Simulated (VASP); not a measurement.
```
ZrS2
1.0
    1.77795    -3.07949     0.00000
    1.77795     3.07949     0.00000
    0.00000     0.00000     5.75245
Zr S
1 2
Cartesian
  0.00000   0.00000   0.00000
  1.77795   1.02650   1.42280
  1.77795  -1.02650   4.32965
```

Computed with PBEsol GGA, VASP's PBE PAW potentials (set 64) (plane waves; VASP). Settings: 520 eV cut-off, 8×8×5 Γ-centred mesh, Gaussian smearing of 0.050 eV, potentials Zr_sv S.

Without a dispersion term in the relaxation, distances and binding between the weakly bound layers, chains or molecules are unreliable, and so is what depends on them.

Q: The ions and cell shape at fixed volume are relaxed. Which structure does the run end with?

A: 
```
ZrS2
1.0
    1.79813    -3.11446     0.00000
    1.79813     3.11446     0.00000
    0.00000     0.00000     5.62402
Zr S
1 2
Direct
  0.00000   0.00000   0.00000
  0.33333   0.66667   0.26006
  0.66667   0.33333   0.73994
```
Space group P-3m1 (164), at a tolerance of 0.03 Å.

Q: How much energy does the relaxation gain?

A: The energy (σ→0) changes by -20.5 meV/atom, in 7 ionic steps.

The compound is ZrS2 in the 1T layered structure. This cell is one point of a volume scan, at 0.94 of the reference volume. Symmetry was kept, so distortions that lower it aren't found.
